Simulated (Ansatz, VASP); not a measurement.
Two plane-wave programs on Si3Sn

```
Si Sn
1.0
     4.03764    0.00000    0.00000
     0.00000    4.03764    0.00000
     0.00000    0.00000    5.74862
Si Sn
3 1
Cartesian
  2.0188 0.0000 4.4529
  2.0188 2.0188 0.0000
  0.0000 2.0188 1.2957
  0.0000 0.0000 2.8743
```

Alike in both runs: task single point; functional PBE; k mesh 6 × 6 × 4; occupations fermi-dirac, width 0.02 eV; non-collinear spin, spin-orbit coupling.

|  | VASP | Ansatz |
| --- | --- | --- |
| version | VASP 6.6.1 | Ansatz 0.2.0 |
| potentials or method | VASP PAW PBE potentials, release 64 (Si, Sn_d) | plane waves, PAW |
| plane-wave cutoff (eV) | 520 | 420 |
| valence electrons in the cell | 26 | 26 |

|  | VASP | Ansatz | Ansatz less VASP |
| --- | --- | --- | --- |
| pressure (GPa) | 1.3 | 1.4 | +0.07 |
| rms of the force components (eV/Å) | 0.033 | 0.033 | +0.0002 |
| net moment per atom (μB) | 0.00 | 0.00 | 0.000 |

Atom by atom the forces differ by 0.000 eV/Å (rms over components).
